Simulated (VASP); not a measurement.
OSZICAR of a VASP run on Ni₃Si (L1_2):

File OSZICAR:
```
       N       E                     dE             d eps       ncg     rms          rms(c)
DAV:   1     0.176980814337E+03    0.17698E+03   -0.15638E+04  3158   0.214E+03
DAV:   2    -0.426444723857E+02   -0.21963E+03   -0.21198E+03  3150   0.377E+02
DAV:   3    -0.538148406960E+02   -0.11170E+02   -0.10736E+02  3418   0.115E+02
DAV:   4    -0.540450390266E+02   -0.23020E+00   -0.22940E+00  3680   0.147E+01
DAV:   5    -0.540531365237E+02   -0.80975E-02   -0.80927E-02  3831   0.262E+00    0.210E+01
DAV:   6    -0.502390844576E+02    0.38141E+01   -0.64554E+01  3557   0.138E+02    0.182E+01
DAV:   7    -0.463767938881E+02    0.38623E+01   -0.16882E+01  3440   0.715E+01    0.486E+00
DAV:   8    -0.464161183961E+02   -0.39325E-01   -0.73483E-01  3697   0.828E+00    0.261E+00
DAV:   9    -0.463802790282E+02    0.35839E-01   -0.23087E-01  3713   0.128E+01    0.185E+00
DAV:  10    -0.463595579083E+02    0.20721E-01   -0.88821E-02  3742   0.943E+00    0.345E-01
DAV:  11    -0.463648643798E+02   -0.53065E-02   -0.19733E-02  3425   0.157E+00    0.149E-01
DAV:  12    -0.463653043843E+02   -0.44000E-03   -0.25929E-03  3768   0.609E-01    0.100E-01
DAV:  13    -0.463654517096E+02   -0.14733E-03   -0.47956E-04  3823   0.301E-01    0.304E-02
DAV:  14    -0.463654101366E+02    0.41573E-04   -0.13933E-04  3522   0.170E-01    0.141E-02
DAV:  15    -0.463654603172E+02   -0.50181E-04   -0.38987E-05  3430   0.662E-02    0.103E-02
DAV:  16    -0.463654606752E+02   -0.35803E-06   -0.14108E-05  3690   0.514E-02    0.277E-03
DAV:  17    -0.463654616386E+02   -0.96338E-06   -0.14959E-06  3549   0.121E-02    0.117E-03
DAV:  18    -0.463654620118E+02   -0.37326E-06   -0.36956E-07  3144   0.724E-03    0.813E-04
DAV:  19    -0.463654620571E+02   -0.45287E-07   -0.66580E-08  1835   0.436E-03
   1 F= -.46365462E+02 E0= -.46365681E+02  d E =0.657187E-03
```

### Question
Which electronic solver shows in the log?

### Answer
It is blocked Davidson (ALGO = Normal, or the opening steps of other solvers). The INCAR had ALGO = Normal.

### Question
How was spin treated?

### Answer
Without spin polarisation: there is no mag entry.

### Question
Can the final energy be trusted as converged?

### Answer
The run converged. It stopped with EDIFF = 1E-7, NELM = 100 (r2SCAN meta-GGA, plane waves, VASP's PBE PAW potentials (set 64)).

The compound is Ni3Si in the L1_2 structure. This cell was strained or had an atom moved on purpose. The run is not spin-polarised, so no magnetic state was tried.
